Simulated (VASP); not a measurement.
Set up this calculation in VASP 6.6.1, as the native input.

| Quantity | Value |
| --- | --- |
| Task | single point |
| Functional | LDA |
| Potentials or basis | VASP PAW LDA potentials, release 64 (K_sv, Mg, H) |
| Cutoff | 520 eV |
| k mesh | 8 × 8 × 8 |
| Occupations | gaussian, width 0.05 eV |
| Spin | no spin polarisation |
| Dipole correction | no |
| Further INCAR settings | ALGO = Fast; EDIFF = 1e-06; NBANDS = 15 |

The structure of KMgH3 lies in POSCAR:

```
KMgH3
1.0
    4.1256250000      0.0000000000      0.0000000000
    0.0000000000      4.1256250000      0.0000000000
    0.0000000000      0.0000000000      3.9243750000
K Mg H
1 1 3
Direct
    0.0000000000      0.0000000000      0.0000000000
    0.5000000000      0.5000000000      0.5000000000
    0.0000000000      0.5000000000      0.5000000000
    0.5000000000      0.0000000000      0.5000000000
    0.5000000000      0.5000000000      0.0000000000
```

The cell isn't the ideal one: strain +0.025 along x and y, -0.025 along z, atoms carried along.

One way to write it, as run:

INCAR

```
  PREC = Accurate
  ENCUT = 520
  EDIFF = 1E-6
  ISMEAR = 0
  SIGMA = 0.05
  LREAL = F
  LASPH = T
  NELM = 100
  ALGO = Fast
  ISIF = 2
  LWAVE = F
  LCHARG = T
  LELF = T
  LVHAR = T
  NBANDS = 15
```

KPOINTS

```
regular mesh
0
Gamma
  8 8 8
```

Potentials or basis: VASP PAW LDA potentials, release 64 (K_sv, Mg, H).

The run is started by

```console
$ cat potpaw_LDA.64/K_sv/POTCAR potpaw_LDA.64/Mg/POTCAR potpaw_LDA.64/H/POTCAR > POTCAR
$ mpirun -np 1 vasp_std > vasp.out
```

It gave:

```
Pressure               : -3.8 GPa
Band gap on the k mesh : 1.99 eV, indirect (least direct gap 4.05 eV)
```

It took 57 s on 1 thread of Intel(R) Xeon(R) Platinum 8259CL CPU @ 2.50GHz (Skylake/Cascade Lake) (shared host), peak memory 0.21 GiB.
